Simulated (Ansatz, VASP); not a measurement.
Two plane-wave programs on Cs4BePb3Br12 (a cell with a defect)

```xyz
20
Lattice="-5.8700 5.8700 5.8700 5.8700 -5.8700 5.8700 5.8700 5.8700 -5.8700" Properties=species:S:1:pos:R:3 pbc="T T T"
Cs    0.0000    0.0000    0.0000
Cs    0.0000    0.0000    5.8700
Cs    0.0000    5.8700    0.0000
Cs    5.8700    0.0000    0.0000
Be    2.9350    2.9350    2.9350
Pb    2.9350    2.9350   -2.9350
Pb    2.9350   -2.9350    2.9350
Pb   -2.9350    2.9350    2.9350
Br    0.3143    2.9350    2.9350
Br    5.8700   -2.9350    2.9350
Br    5.8700    2.9350   -2.9350
Br    5.5557    2.9350    2.9350
Br    2.9350    0.3143    2.9350
Br   -2.9350    5.8700    2.9350
Br    2.9350    5.5557    2.9350
Br    2.9350    5.8700   -2.9350
Br    2.9350    2.9350    0.3143
Br    2.9350    2.9350    5.5557
Br   -2.9350    2.9350    5.8700
Br    2.9350   -2.9350    5.8700
```

Alike in both runs: functional PBE; k mesh 2 × 2 × 2; occupations fermi-dirac, width 0.01 eV; no spin polarisation.

Ansatz relaxed the structure, and its values are those at the end. VASP's run is a single point on that final structure, the one shown.

|  | VASP | Ansatz |
| --- | --- | --- |
| version | VASP 6.6.1 | Ansatz 0.2.0 |
| potentials or method | VASP PAW PBE potentials, release 64 (Cs_sv, Be, Pb_d, Br) | plane-wave PAW, scalar-relativistic |
| plane-wave cutoff (eV) | 520 | 420 |
| valence electrons in the cell | 164 | 164 |

VASP gave:

- gap on the k mesh at the Fermi level (eV): 2.33
- pressure (GPa): -0.7
- rms of the force components (eV/Å): 0.002

Problem. What did Ansatz give for the same quantities?

Solution. gap on the k mesh at the Fermi level (eV): 2.33; pressure (GPa): -0.7; rms of the force components (eV/Å): 0.004.

With one functional, cell and mesh, what is left measures potentials, basis and numerics. Ansatz warned: «gradients_without_spin_orbit».

Caveats: spin-orbit coupling is left out, which as a rule narrows the gap of such compounds by several tenths of an eV. A hybrid or GW would open this gap; PBE tends to underestimate it.
